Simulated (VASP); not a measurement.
**HgS (relaxed from the zinc blende structure, space group F-43m): computed properties**

All values below come from PBEsol GGA, VASP's PBE PAW potentials (set 64) (plane waves; VASP 6.6.1).

For HgS, the space group is F-43m (216). The cell comes out as a = b = c = 5.888 Å, α = β = γ = 90.00° and the volume per atom is 25.51 Å³/atom. The band gap (over mesh and band path) is none (metal, semimetal or under 0.01 eV) and the density comes out as 7.57 g/cm³.

```cif
data_HgS
_chemical_formula_sum 'Hg1 S1'
_space_group_name_H-M_alt 'P 1'
_space_group_IT_number 1
_cell_length_a 4.16330
_cell_length_b 4.16330
_cell_length_c 4.16330
_cell_angle_alpha 60.000
_cell_angle_beta 60.000
_cell_angle_gamma 60.000
loop_
_space_group_symop_operation_xyz
  'x, y, z'
loop_
_atom_site_label
_atom_site_type_symbol
_atom_site_fract_x
_atom_site_fract_y
_atom_site_fract_z
_atom_site_occupancy
Hg1 Hg 0.00000 0.00000 0.00000 1
S1 S 0.25000 0.25000 0.25000 1
```

Unless said otherwise, spin-orbit coupling is left out, though it shifts the bands of the heavy elements here.

The structure was generated: HgS was put into the zinc blende type (F-43m), which need not be its known phase. It was relaxed first, which changed the volume by +24 %. Symmetry was kept, so distortions that lower it aren't found.
